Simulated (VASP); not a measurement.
An input for Ansatz (written as the equivalent of a VASP run, and not itself run):

Ansatz 0.2 input:
```yaml
crystal:
  lattice:
    - [4.1477463, 0.0000000, 0.0000000]
    - [0.0000000, 4.1477463, 0.0000000]
    - [0.0000000, 0.0000000, 4.1477463]
  atoms:
    - { symbol: Ca, position: [0.0000000, 0.0000000, 1.0000000] }
    - { symbol: B, position: [0.7982383, 0.5000000, 0.5000000] }
    - { symbol: B, position: [0.5000000, 0.2017617, 0.5000000] }
    - { symbol: B, position: [0.5000000, 0.7982383, 0.5000000] }
    - { symbol: B, position: [0.2017617, 0.5000000, 0.5000000] }
    - { symbol: B, position: [0.5000000, 0.5000000, 0.7982383] }
    - { symbol: B, position: [0.5000000, 0.5000000, 0.2017617] }
kpoints:
  mp_grid: { grid: [6, 6, 6] }
hamiltonian:
  xc: pbe
  pseudopotentials: { kind: paw }
scf:
  occupations: { method: gaussian, width: 0.05 }
  max_iter: 100
relax:
  max_steps: 40
  f_tol: 0.02
  cell: {}
output: { forces: true, stress: true, eigenvalues: true }
```

**Question.** Translate this input to VASP (INCAR, KPOINTS, POSCAR, choice of POTCAR).

**Answer.** Several could match; the one computed here: 
**POSCAR**
```
CaB6
1.0
  4.1477463204   0.0000000000   0.0000000000
  0.0000000000   4.1477463204   0.0000000000
  0.0000000000   0.0000000000   4.1477463204
Ca B
1 6
Cartesian
  0.0000000000   0.0000000000   4.1477463204
  3.3108898617   2.0738731602   2.0738731602
  2.0738731602   0.8368564587   2.0738731602
  2.0738731602   3.3108898617   2.0738731602
  0.8368564587   2.0738731602   2.0738731602
  2.0738731602   2.0738731602   3.3108898617
  2.0738731602   2.0738731602   0.8368564587
```

**INCAR**
```
ALGO = Normal
EDIFF = 1E-6
EDIFFG = -0.02
ENCUT = 620
GGA = PE
IBRION = 2
ISIF = 3
ISMEAR = 0
LASPH = T
LCHARG = F
LREAL = F
LWAVE = F
NELM = 100
NSW = 40
PREC = Accurate
SIGMA = 0.05
SYSTEM = CaB6
```

**KPOINTS**
```
Automatic mesh
0
Gamma
6 6 6
0 0 0
```

POTCAR, in this order: Ca_sv B (PBE.64 set). Program: vasp_std.

Limits of the translation: each code has its own PAW files, so the cut-off isn't converted (ENCUT is set for VASP's; basis.ecutwfc is left out, and Ansatz then takes the one that its files recommend); Ansatz stops its SCF on the density residual and VASP on the energy change (EDIFF).

The compound is CaB6 in the cab6 structure. This run relaxes it. Symmetry was kept, so distortions that lower it aren't found.
